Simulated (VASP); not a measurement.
Input:

```yaml
crystal:
  lattice:
    - [3.42875, 0.00000, 0.00000]
    - [0.00000, 3.42875, 0.00000]
    - [0.00000, 0.00000, 3.42875]
  atoms:
    - { symbol: Y, position: [0.00000, 0.00000, 0.00000] }
    - { symbol: P, position: [0.50000, 0.50000, 0.50000] }
```

Level of theory: PBEsol GGA, VASP's PBE PAW potentials (set 64) (plane waves; VASP). Numerical set-up: 400 eV cut-off, 12×12×12 Γ-centred mesh, tetrahedra with Blöchl corrections, potentials Y_sv P.

Problem. Predict the energy per atom (σ→0), band gap (on the k-mesh) with the smallest direct gap where there is one.

Solution. 
```
Quantity                                                    Result
------------------------  ----------------------------------------
band gap (on the k-mesh)  none (metal, semimetal or under 0.01 eV)
energy per atom (σ→0)                               -7.442 eV/atom
```

Only differences to runs with the same potentials and settings are physical.

The structure was generated: YP was put into the CsCl type type (Pm-3m), which need not be its known phase. It was relaxed first, which changed the volume by -30 %.
